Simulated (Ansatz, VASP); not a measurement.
**Cross-check of BeH2 (BeH2 (Ibam)) between VASP and Ansatz**

One calculation is typed for both programs; each brings its own data sets. How far apart do they land? The structure shown is the start of the Ansatz relaxation below; VASP solves that cell, so the two are compared at the walk's first step.

Main program and level: Ansatz 0.2.0; plane waves, with VASP 6.6.1 beside it; single point at PBEsol.

## (1) Set-up

The cell holds 216 atoms: 72 Be and 144 H. Cell: a = 11.980 Å, b = 12.225 Å, c = 12.225 Å, α = 76.1°, β = 70.9°, γ = 70.9°.

## (2) Ansatz: relaxation, PBEsol

Ansatz runs on its default PAW (the set named soft_2) files.

The two programs are compared at the cell with which this relaxation starts, whose forces are those of its first step.

File input.yaml:

```yaml
crystal:
  lattice:
    - [11.9799784523, 0.0, 0.0]
    - [3.9933261508, -8.7573595481, 7.5377721599]
    - [3.9933261508, -8.7573595481, -7.5377721599]
  atoms:
    - { symbol: Be, position: [0.1666666667, 0.125, 0.375] }
    - { symbol: Be, position: [0.1666666667, 0.375, 0.125] }
    - { symbol: Be, position: [0.2622729237, 0.4159532497, 0.4159532497] }
    - { symbol: Be, position: [0.1831227433, 0.1659532498, 0.1659532498] }
    - { symbol: Be, position: [0.15021059, 0.3340467503, 0.3340467503] }
    - { symbol: Be, position: [0.0710604097, 0.0840467502, 0.0840467502] }
    - { symbol: H, position: [0.2170285401, 0.3717730165, 0.217777665] }
    - { symbol: H, position: [0.2170285401, 0.217777665, 0.3717730165] }
    - { symbol: H, position: [0.0566043389, 0.467777665, 0.1217730165] }
    - { symbol: H, position: [0.2767289944, 0.3782269835, 0.032222335] }
    - { symbol: H, position: [0.3071268954, 0.1598645711, 0.1598645711] }
    - { symbol: H, position: [0.1463870098, 0.4098645711, 0.4098645711] }
    - { symbol: H, position: [0.0262064379, 0.3401354289, 0.3401354289] }
    - { symbol: H, position: [0.1869463236, 0.0901354289, 0.0901354289] }
    - { symbol: H, position: [0.0566043389, 0.1217730165, 0.467777665] }
    - { symbol: H, position: [0.2767289944, 0.032222335, 0.3782269835] }
    - { symbol: H, position: [0.1163047933, 0.282222335, 0.1282269835] }
    - { symbol: H, position: [0.1163047933, 0.1282269835, 0.282222335] }
    - { symbol: Be, position: [0.1666666667, 0.125, 0.875] }
    - { symbol: Be, position: [0.1666666667, 0.375, 0.625] }
    - { symbol: Be, position: [0.2622729237, 0.4159532497, 0.9159532498] }
    - { symbol: Be, position: [0.1831227433, 0.1659532498, 0.6659532498] }
    - { symbol: Be, position: [0.15021059, 0.3340467503, 0.8340467502] }
    - { symbol: Be, position: [0.0710604097, 0.0840467502, 0.5840467502] }
    - { symbol: H, position: [0.2170285401, 0.3717730165, 0.717777665] }
    - { symbol: H, position: [0.2170285401, 0.217777665, 0.8717730165] }
    - { symbol: H, position: [0.0566043389, 0.467777665, 0.6217730165] }
    - { symbol: H, position: [0.2767289944, 0.3782269835, 0.532222335] }
    - { symbol: H, position: [0.3071268954, 0.1598645711, 0.6598645711] }
    - { symbol: H, position: [0.1463870098, 0.4098645711, 0.9098645711] }
    - { symbol: H, position: [0.0262064379, 0.3401354289, 0.8401354289] }
    - { symbol: H, position: [0.1869463236, 0.0901354289, 0.5901354289] }
    - { symbol: H, position: [0.0566043389, 0.1217730165, 0.967777665] }
    - { symbol: H, position: [0.2767289944, 0.032222335, 0.8782269835] }
    - { symbol: H, position: [0.1163047933, 0.282222335, 0.6282269835] }
    - { symbol: H, position: [0.1163047933, 0.1282269835, 0.782222335] }
    - { symbol: Be, position: [0.1666666667, 0.625, 0.375] }
    - { symbol: Be, position: [0.1666666667, 0.875, 0.125] }
    - { symbol: Be, position: [0.2622729237, 0.9159532498, 0.4159532497] }
    - { symbol: Be, position: [0.1831227433, 0.6659532498, 0.1659532498] }
    - { symbol: Be, position: [0.15021059, 0.8340467502, 0.3340467503] }
    - { symbol: Be, position: [0.0710604097, 0.5840467502, 0.0840467502] }
    - { symbol: H, position: [0.2170285401, 0.8717730165, 0.217777665] }
    - { symbol: H, position: [0.2170285401, 0.717777665, 0.3717730165] }
    - { symbol: H, position: [0.0566043389, 0.967777665, 0.1217730165] }
    - { symbol: H, position: [0.2767289944, 0.8782269835, 0.032222335] }
    - { symbol: H, position: [0.3071268954, 0.6598645711, 0.1598645711] }
    - { symbol: H, position: [0.1463870098, 0.9098645711, 0.4098645711] }
    - { symbol: H, position: [0.0262064379, 0.8401354289, 0.3401354289] }
    - { symbol: H, position: [0.1869463236, 0.5901354289, 0.0901354289] }
    - { symbol: H, position: [0.0566043389, 0.6217730165, 0.467777665] }
    - { symbol: H, position: [0.2767289944, 0.532222335, 0.3782269835] }
    - { symbol: H, position: [0.1163047933, 0.782222335, 0.1282269835] }
    - { symbol: H, position: [0.1163047933, 0.6282269835, 0.282222335] }
    - { symbol: Be, position: [0.1666666667, 0.625, 0.875] }
    - { symbol: Be, position: [0.1666666667, 0.875, 0.625] }
    - { symbol: Be, position: [0.2622729237, 0.9159532498, 0.9159532498] }
    - { symbol: Be, position: [0.1831227433, 0.6659532498, 0.6659532498] }
    - { symbol: Be, position: [0.15021059, 0.8340467502, 0.8340467502] }
    - { symbol: Be, position: [0.0710604097, 0.5840467502, 0.5840467502] }
    - { symbol: H, position: [0.2170285401, 0.8717730165, 0.717777665] }
    - { symbol: H, position: [0.2170285401, 0.717777665, 0.8717730165] }
    - { symbol: H, position: [0.0566043389, 0.967777665, 0.6217730165] }
    - { symbol: H, position: [0.2767289944, 0.8782269835, 0.532222335] }
    - { symbol: H, position: [0.3071268954, 0.6598645711, 0.6598645711] }
    - { symbol: H, position: [0.1463870098, 0.9098645711, 0.9098645711] }
    - { symbol: H, position: [0.0262064379, 0.8401354289, 0.8401354289] }
[... 17 lines left out ...]
    - { symbol: H, position: [0.4797203431, 0.4098645711, 0.4098645711] }
    - { symbol: H, position: [0.3595397712, 0.3401354289, 0.3401354289] }
    - { symbol: H, position: [0.5202796569, 0.0901354289, 0.0901354289] }
    - { symbol: H, position: [0.3899376722, 0.1217730165, 0.467777665] }
    - { symbol: H, position: [0.6100623278, 0.032222335, 0.3782269835] }
    - { symbol: H, position: [0.4496381266, 0.282222335, 0.1282269835] }
    - { symbol: H, position: [0.4496381266, 0.1282269835, 0.282222335] }
    - { symbol: Be, position: [0.5, 0.125, 0.875] }
    - { symbol: Be, position: [0.5, 0.375, 0.625] }
    - { symbol: Be, position: [0.595606257, 0.4159532497, 0.9159532498] }
    - { symbol: Be, position: [0.5164560767, 0.1659532498, 0.6659532498] }
    - { symbol: Be, position: [0.4835439233, 0.3340467503, 0.8340467502] }
    - { symbol: Be, position: [0.404393743, 0.0840467502, 0.5840467502] }
    - { symbol: H, position: [0.5503618734, 0.3717730165, 0.717777665] }
    - { symbol: H, position: [0.5503618734, 0.217777665, 0.8717730165] }
    - { symbol: H, position: [0.3899376722, 0.467777665, 0.6217730165] }
    - { symbol: H, position: [0.6100623278, 0.3782269835, 0.532222335] }
    - { symbol: H, position: [0.6404602288, 0.1598645711, 0.6598645711] }
    - { symbol: H, position: [0.4797203431, 0.4098645711, 0.9098645711] }
    - { symbol: H, position: [0.3595397712, 0.3401354289, 0.8401354289] }
    - { symbol: H, position: [0.5202796569, 0.0901354289, 0.5901354289] }
    - { symbol: H, position: [0.3899376722, 0.1217730165, 0.967777665] }
    - { symbol: H, position: [0.6100623278, 0.032222335, 0.8782269835] }
    - { symbol: H, position: [0.4496381266, 0.282222335, 0.6282269835] }
    - { symbol: H, position: [0.4496381266, 0.1282269835, 0.782222335] }
    - { symbol: Be, position: [0.5, 0.625, 0.375] }
    - { symbol: Be, position: [0.5, 0.875, 0.125] }
    - { symbol: Be, position: [0.595606257, 0.9159532498, 0.4159532497] }
    - { symbol: Be, position: [0.5164560767, 0.6659532498, 0.1659532498] }
    - { symbol: Be, position: [0.4835439233, 0.8340467502, 0.3340467503] }
    - { symbol: Be, position: [0.404393743, 0.5840467502, 0.0840467502] }
    - { symbol: H, position: [0.5503618734, 0.8717730165, 0.217777665] }
    - { symbol: H, position: [0.5503618734, 0.717777665, 0.3717730165] }
    - { symbol: H, position: [0.3899376722, 0.967777665, 0.1217730165] }
    - { symbol: H, position: [0.6100623278, 0.8782269835, 0.032222335] }
    - { symbol: H, position: [0.6404602288, 0.6598645711, 0.1598645711] }
    - { symbol: H, position: [0.4797203431, 0.9098645711, 0.4098645711] }
    - { symbol: H, position: [0.3595397712, 0.8401354289, 0.3401354289] }
    - { symbol: H, position: [0.5202796569, 0.5901354289, 0.0901354289] }
    - { symbol: H, position: [0.3899376722, 0.6217730165, 0.467777665] }
    - { symbol: H, position: [0.6100623278, 0.532222335, 0.3782269835] }
    - { symbol: H, position: [0.4496381266, 0.782222335, 0.1282269835] }
    - { symbol: H, position: [0.4496381266, 0.6282269835, 0.282222335] }
    - { symbol: Be, position: [0.5, 0.625, 0.875] }
    - { symbol: Be, position: [0.5, 0.875, 0.625] }
    - { symbol: Be, position: [0.595606257, 0.9159532498, 0.9159532498] }
    - { symbol: Be, position: [0.5164560767, 0.6659532498, 0.6659532498] }
    - { symbol: Be, position: [0.4835439233, 0.8340467502, 0.8340467502] }
    - { symbol: Be, position: [0.404393743, 0.5840467502, 0.5840467502] }
    - { symbol: H, position: [0.5503618734, 0.8717730165, 0.717777665] }
    - { symbol: H, position: [0.5503618734, 0.717777665, 0.8717730165] }
    - { symbol: H, position: [0.3899376722, 0.967777665, 0.6217730165] }
    - { symbol: H, position: [0.6100623278, 0.8782269835, 0.532222335] }
    - { symbol: H, position: [0.6404602288, 0.6598645711, 0.6598645711] }
    - { symbol: H, position: [0.4797203431, 0.9098645711, 0.9098645711] }
    - { symbol: H, position: [0.3595397712, 0.8401354289, 0.8401354289] }
    - { symbol: H, position: [0.5202796569, 0.5901354289, 0.5901354289] }
    - { symbol: H, position: [0.3899376722, 0.6217730165, 0.967777665] }
    - { symbol: H, position: [0.6100623278, 0.532222335, 0.8782269835] }
    - { symbol: H, position: [0.4496381266, 0.782222335, 0.6282269835] }
    - { symbol: H, position: [0.4496381266, 0.6282269835, 0.782222335] }
    - { symbol: Be, position: [0.8333333333, 0.125, 0.375] }
    - { symbol: Be, position: [0.8333333333, 0.375, 0.125] }
    - { symbol: Be, position: [0.9289395903, 0.4159532497, 0.4159532497] }
    - { symbol: Be, position: [0.84978941, 0.1659532498, 0.1659532498] }
    - { symbol: Be, position: [0.8168772567, 0.3340467503, 0.3340467503] }
    - { symbol: Be, position: [0.7377270763, 0.0840467502, 0.0840467502] }
    - { symbol: H, position: [0.8836952067, 0.3717730165, 0.217777665] }
    - { symbol: H, position: [0.8836952067, 0.217777665, 0.3717730165] }
    - { symbol: H, position: [0.7232710056, 0.467777665, 0.1217730165] }
    - { symbol: H, position: [0.9433956611, 0.3782269835, 0.032222335] }
    - { symbol: H, position: [0.9737935621, 0.1598645711, 0.1598645711] }
    - { symbol: H, position: [0.8130536764, 0.4098645711, 0.4098645711] }
    - { symbol: H, position: [0.6928731046, 0.3401354289, 0.3401354289] }
    - { symbol: H, position: [0.8536129902, 0.0901354289, 0.0901354289] }
    - { symbol: H, position: [0.7232710056, 0.1217730165, 0.467777665] }
    - { symbol: H, position: [0.9433956611, 0.032222335, 0.3782269835] }
    - { symbol: H, position: [0.7829714599, 0.282222335, 0.1282269835] }
    - { symbol: H, position: [0.7829714599, 0.1282269835, 0.282222335] }
    - { symbol: Be, position: [0.8333333333, 0.125, 0.875] }
    - { symbol: Be, position: [0.8333333333, 0.375, 0.625] }
    - { symbol: Be, position: [0.9289395903, 0.4159532497, 0.9159532498] }
    - { symbol: Be, position: [0.84978941, 0.1659532498, 0.6659532498] }
    - { symbol: Be, position: [0.8168772567, 0.3340467503, 0.8340467502] }
    - { symbol: Be, position: [0.7377270763, 0.0840467502, 0.5840467502] }
    - { symbol: H, position: [0.8836952067, 0.3717730165, 0.717777665] }
    - { symbol: H, position: [0.8836952067, 0.217777665, 0.8717730165] }
    - { symbol: H, position: [0.7232710056, 0.467777665, 0.6217730165] }
    - { symbol: H, position: [0.9433956611, 0.3782269835, 0.532222335] }
    - { symbol: H, position: [0.9737935621, 0.1598645711, 0.6598645711] }
    - { symbol: H, position: [0.8130536764, 0.4098645711, 0.9098645711] }
    - { symbol: H, position: [0.6928731046, 0.3401354289, 0.8401354289] }
    - { symbol: H, position: [0.8536129902, 0.0901354289, 0.5901354289] }
    - { symbol: H, position: [0.7232710056, 0.1217730165, 0.967777665] }
    - { symbol: H, position: [0.9433956611, 0.032222335, 0.8782269835] }
    - { symbol: H, position: [0.7829714599, 0.282222335, 0.6282269835] }
    - { symbol: H, position: [0.7829714599, 0.1282269835, 0.782222335] }
    - { symbol: Be, position: [0.8333333333, 0.625, 0.375] }
    - { symbol: Be, position: [0.8333333333, 0.875, 0.125] }
    - { symbol: Be, position: [0.9289395903, 0.9159532498, 0.4159532497] }
    - { symbol: Be, position: [0.84978941, 0.6659532498, 0.1659532498] }
    - { symbol: Be, position: [0.8168772567, 0.8340467502, 0.3340467503] }
    - { symbol: Be, position: [0.7377270763, 0.5840467502, 0.0840467502] }
    - { symbol: H, position: [0.8836952067, 0.8717730165, 0.217777665] }
    - { symbol: H, position: [0.8836952067, 0.717777665, 0.3717730165] }
    - { symbol: H, position: [0.7232710056, 0.967777665, 0.1217730165] }
    - { symbol: H, position: [0.9433956611, 0.8782269835, 0.032222335] }
    - { symbol: H, position: [0.9737935621, 0.6598645711, 0.1598645711] }
    - { symbol: H, position: [0.8130536764, 0.9098645711, 0.4098645711] }
    - { symbol: H, position: [0.6928731046, 0.8401354289, 0.3401354289] }
    - { symbol: H, position: [0.8536129902, 0.5901354289, 0.0901354289] }
    - { symbol: H, position: [0.7232710056, 0.6217730165, 0.467777665] }
    - { symbol: H, position: [0.9433956611, 0.532222335, 0.3782269835] }
    - { symbol: H, position: [0.7829714599, 0.782222335, 0.1282269835] }
    - { symbol: H, position: [0.7829714599, 0.6282269835, 0.282222335] }
    - { symbol: Be, position: [0.8333333333, 0.625, 0.875] }
    - { symbol: Be, position: [0.8333333333, 0.875, 0.625] }
    - { symbol: Be, position: [0.9289395903, 0.9159532498, 0.9159532498] }
    - { symbol: Be, position: [0.84978941, 0.6659532498, 0.6659532498] }
    - { symbol: Be, position: [0.8168772567, 0.8340467502, 0.8340467502] }
    - { symbol: Be, position: [0.7377270763, 0.5840467502, 0.5840467502] }
    - { symbol: H, position: [0.8836952067, 0.8717730165, 0.717777665] }
    - { symbol: H, position: [0.8836952067, 0.717777665, 0.8717730165] }
    - { symbol: H, position: [0.7232710056, 0.967777665, 0.6217730165] }
    - { symbol: H, position: [0.9433956611, 0.8782269835, 0.532222335] }
    - { symbol: H, position: [0.9737935621, 0.6598645711, 0.6598645711] }
    - { symbol: H, position: [0.8130536764, 0.9098645711, 0.9098645711] }
    - { symbol: H, position: [0.6928731046, 0.8401354289, 0.8401354289] }
    - { symbol: H, position: [0.8536129902, 0.5901354289, 0.5901354289] }
    - { symbol: H, position: [0.7232710056, 0.6217730165, 0.967777665] }
    - { symbol: H, position: [0.9433956611, 0.532222335, 0.8782269835] }
    - { symbol: H, position: [0.7829714599, 0.782222335, 0.6282269835] }
    - { symbol: H, position: [0.7829714599, 0.6282269835, 0.782222335] }
basis:
  ecutwfc: 420
  xc_grid: 2
hamiltonian:
  xc: pbesol
kpoints:
  mp_grid: { grid: [1, 1, 1] }
scf:
  occupations: { method: fermi_dirac, width: 0.01 }
  max_iter: 80
output:
  forces: true
relax:
  f_tol: 0.01
  max_steps: 60
  escape_saddle: false
checkpoint:
  write: "../pristine.symmetric.run"
  compress: false
  write_wavefunctions: false
  write_every: 100000
```

On the command line:

```console
$ ansatz run input.yaml --threads 4 --pin off --max-ram 7536MiB --backend cpu --events-out ev --progress --plain --runs-dir out
```

Numbers of over 12 decimals in the logs are rounded to 6 here.

What it wrote:

```text
Engine: ansatz 0.2.0, x86_64-unknown-linux-gnu
Pseudopotentials: kind: paw
Pseudopotential: Be, paw, valence charge 2, recommended cutoff 420 eV (normal), Be.paw.azcp
Pseudopotential: H, paw, valence charge 1, recommended cutoff 420 eV (normal), H.paw.azcp
Functional definition: PBEsol
  exchange = pbesol_x
  correlation = pbesol_c
Crystal: 216 atoms, lattice volume = 1581.620 Å³
Basis set: ecut = 420 eV, 30935 PW (Γ), exchange–correlation on 162×180×180 points (8 copies of the dense FFT grid, shifted against one another)
Bands: 360, of which v1, the nominal top of the filled ones, is band 144 counted from 1 (143 counted from 0)
Symmetry: 48 space group operations
Space group: Ibam (ITA 72), of the structure as read, at distance tolerance 1.2e-4 Å
k-points: 1
Non-local potential: Be, projectors of the file, l = 0: 2, l = 1: 2, l = 2: 1
Non-local potential: H, projectors of the file, l = 0: 2, l = 1: 1
PAW form: soft (Blöchl's): semilocal exchange-correlation on the pseudo side does not see the compensation charge
PAW frozen core: Be, regenerated for the run's functional, and the local potential with it (the file was generated under x = pbe(κ = 0.804, μ = 0.219515), c = pbe(β = 0.066725))
PAW one-centre angular grid: Be, 110 points (default); XC on 64 Gauss nodes
PAW one-centre angular grid: H, 110 points (default); XC on 64 Gauss nodes
Initial density: superposition of atomic densities (neutral atoms: chi_scale 0, normalization atom), corrected by the library's trained network
Initial wavefunctions: pseudopotential atomic-orbital guess
Functional: x = pbesol(κ = 0.804, μ = 0.123457), c = pbesol(β = 0.046)
SCF iter   1: F=—  HF=-8765.932061 eV  |F-HF|=—  |Δ(HF+E_count)|=         —  Δρ=9.12e-3  dr2=8.63e-1  ethr=1.77e-3  ⟨swp⟩=9.0  Hψ=1915  notcnv=0  defer=59
preconditioner: auto → Resta (q_TF=auto, 2.054 Å⁻¹)  ε∞=2.7  [insulator: Δε(μ)=4.825 eV  Ē_g=11.982 eV  σ=0.010 eV  W_gap=1.00  n_scr=228 (ndim 8)  ℏωp=15.8 eV  f_vac=0.000  D(μ)=0.00/eV (n_scr^D=0)  ε∞_Penn≈2.7]
SCF iter   2: F=—  HF=-8765.769265 eV  |F-HF|=—  |Δ(HF+E_count)|=   1.63e-1  Δρ=4.32e-3  dr2=2.17e-1  ethr=3.00e-4  ⟨swp⟩=1.0  Hψ=414  notcnv=0  defer=115
SCF iter   3: F=—  HF=-8765.736827 eV  |F-HF|=—  |Δ(HF+E_count)|=   3.24e-2  Δρ=3.54e-4  dr2=2.51e-3  ethr=7.52e-5  ⟨swp⟩=3.0  Hψ=300  notcnv=0  defer=210
SCF iter   4: F=—  HF=-8765.739807 eV  |F-HF|=—  |Δ(HF+E_count)|=   2.98e-3  Δρ=5.33e-5  dr2=6.03e-5  ethr=8.73e-7  ⟨swp⟩=2.0  Hψ=300  notcnv=0  defer=210
SCF iter   5: F=—  HF=-8765.740391 eV  |F-HF|=—  |Δ(HF+E_count)|=   5.84e-4  Δρ=7.35e-6  dr2=9.45e-7  ethr=8.68e-10  ⟨swp⟩=2.0  Hψ=802  notcnv=0
SCF iter   6: F=-8765.740392 eV  HF=-8765.740392 eV  |F-HF|=2.82e-9  |Δ(HF+E_count)|=   1.37e-6  Δρ=1.57e-6  dr2=6.27e-8  ethr=3.28e-10  ⟨swp⟩=1.0  Hψ=658  notcnv=0
SCF 1 converged in 6 iterations: F = -8765.740392 eV  dr2 = 6.27e-8
[...]
relax step   1: F+E_penalty+E_count = -8765.74039201 eV  Δ(F+E_penalty+E_count) = +0.000e0 eV  max|allowed force component| = 3.335e-2 eV/Å  Δτ_max = 0.0000 Å  (6 SCF iters, dr2 threshold 2.50e-6 eV, accepted)
[...]
SCF 2 converged in 5 iterations: F = -8765.744987 eV  dr2 = 2.64e-9
relax step   2: F+E_penalty+E_count = -8765.74498738 eV  Δ(F+E_penalty+E_count) = -4.595e-3 eV  max|allowed force component| = 1.751e-2 eV/Å  Δτ_max = 0.0029 Å  (5 SCF iters, accepted)
[...]
- { symbol: Be, position: [0.500000, 0.625180, 0.374820] }
    - { symbol: Be, position: [0.5, 0.874820, 0.125180] }
    - { symbol: Be, position: [0.595416, 0.915975, 0.415975] }
    - { symbol: Be, position: [0.516625, 0.665928, 0.165928] }
    - { symbol: Be, position: [0.483375, 0.834072, 0.334072] }
    - { symbol: Be, position: [0.404584, 0.584025, 0.084025] }
    - { symbol: H, position: [0.550277, 0.871597, 0.217850] }
    - { symbol: H, position: [0.550277, 0.717850, 0.371597] }
    - { symbol: H, position: [0.390082, 0.967840, 0.121767] }
    - { symbol: H, position: [0.609918, 0.878233, 0.032160] }
    - { symbol: H, position: [0.640294, 0.659701, 0.159701] }
    - { symbol: H, position: [0.480104, 0.909634, 0.409634] }
    - { symbol: H, position: [0.359706, 0.840299, 0.340299] }
    - { symbol: H, position: [0.519896, 0.590366, 0.090366] }
    - { symbol: H, position: [0.390082, 0.621767, 0.467840] }
    - { symbol: H, position: [0.609918, 0.532160, 0.378233] }
    - { symbol: H, position: [0.449723, 0.782150, 0.128403] }
    - { symbol: H, position: [0.449723, 0.628403, 0.282150] }
    - { symbol: Be, position: [0.5, 0.625180, 0.874820] }
    - { symbol: Be, position: [0.5, 0.874820, 0.625180] }
    - { symbol: Be, position: [0.595416, 0.915975, 0.915975] }
    - { symbol: Be, position: [0.516625, 0.665928, 0.665928] }
    - { symbol: Be, position: [0.483375, 0.834072, 0.834072] }
    - { symbol: Be, position: [0.404584, 0.584025, 0.584025] }
    - { symbol: H, position: [0.550277, 0.871597, 0.717850] }
    - { symbol: H, position: [0.550277, 0.717850, 0.871597] }
[...]
- { symbol: Be, position: [0.833333, 0.125180, 0.374820] }
    - { symbol: Be, position: [0.833333, 0.374820, 0.125180] }
[...]
- { symbol: Be, position: [0.833333, 0.874820, 0.625180] }
    - { symbol: Be, position: [0.928749, 0.915975, 0.915975] }
    - { symbol: Be, position: [0.849958, 0.665928, 0.665928] }
    - { symbol: Be, position: [0.816708, 0.834072, 0.834072] }
    - { symbol: Be, position: [0.737917, 0.584025, 0.584025] }
[...]
- { symbol: H, position: [0.853229, 0.590366, 0.590366] }
    - { symbol: H, position: [0.723415, 0.621767, 0.967840] }
    - { symbol: H, position: [0.943252, 0.532160, 0.878233] }
    - { symbol: H, position: [0.783056, 0.782150, 0.628403] }
    - { symbol: H, position: [0.783056, 0.628403, 0.782150] }
```

Reading the cycles: dr2 is the Hartree energy of the density residual (eV), the measure of convergence; HF is the Harris–Foulkes estimate of the energy, which meets the free energy F at convergence.

(Part 1 of 2 ends here.)

[Lines on the potential files, build, host, timing and source positions are cut from VASP's logs without a mark.]

[Logs are printed without paths, hosts, clocks, repeated set-up lines and the standing remarks that a program may print on its own settings, such as how far it seeks lower states.]

[Hosts, paths, dates, database ids (printed as entryN), source tags and the programs' standing remarks are cut or masked in the printed files.]
